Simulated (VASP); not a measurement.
A convergence study with VASP on Hf (hcp): one setting is varied, all else stays as given below, so the limit is that of these other settings. The cell's lengths are 1 % over those of the tabulated start and one atom is moved, so it is off equilibrium.

```
Hf
1.0
    1.61095    -2.79025     0.00000
    1.61095     2.79025     0.00000
    0.00000     0.00000     5.10050
Hf
2
Direct
  0.33333   0.66667   0.25000
  0.68548   0.35214   0.75000
```

The numbers are results of LDA (Ceperley-Alder, Perdew-Zunger), VASP's LDA PAW potentials (set 64) (plane waves; VASP), not measurements. The tightest run used: 1000 eV cut-off, 15×15×8 Γ-centred mesh, first-order Methfessel-Paxton smearing of 0.10 eV, potentials Hf_pv.

### Question
The settings run are ENCUT = 150; ENCUT = 250; ENCUT = 350; ENCUT = 450; ENCUT = 550; ENCUT = 600; ENCUT = 650; ENCUT = 700; ENCUT = 750; ENCUT = 800; ENCUT = 850; ENCUT = 1000. From which on does the energy per atom stay within 0.001 eV/atom of the tightest run?

### Answer
From ENCUT = 350 on: it is off by 0.0008 there and by no more than 0.001 in any finer run, while ENCUT = 250 is off by 0.0029.
```
setting       E (eV/atom)  pressure (GPa)  largest force (eV/Å)  plane waves  difference judged (eV/atom)
------------  -----------  --------------  --------------------  -----------  ---------------------------
ENCUT = 150      -10.4376          -42.86                 0.122          214                       0.1874
ENCUT = 250      -10.6221          -10.38                 0.114          426                       0.0029
ENCUT = 350      -10.6242           -9.90                 0.114          699                       0.0008
ENCUT = 450      -10.6250           -9.85                 0.113         1026                       0.0000
ENCUT = 550      -10.6250           -9.80                 0.113         1363                       0.0000
ENCUT = 600      -10.6251           -9.80                 0.113         1554                       0.0001
ENCUT = 650      -10.6252           -9.80                 0.113         1750                       0.0002
ENCUT = 700      -10.6252           -9.80                 0.113         1944                       0.0002
ENCUT = 750      -10.6252           -9.79                 0.113         2163                       0.0002
ENCUT = 800      -10.6251           -9.79                 0.113         2394                       0.0001
ENCUT = 850      -10.6251           -9.79                 0.113         2616                       0.0001
ENCUT = 1000     -10.6250           -9.79                 0.113         3333                       0.0000
```

Left out are rungs that failed or repeat a setting and relaxations that didn't move; long series are thinned to 24 rows.

The compound is Hf in the hcp structure. The cell was not relaxed at this level, it is distorted from the ideal structure.
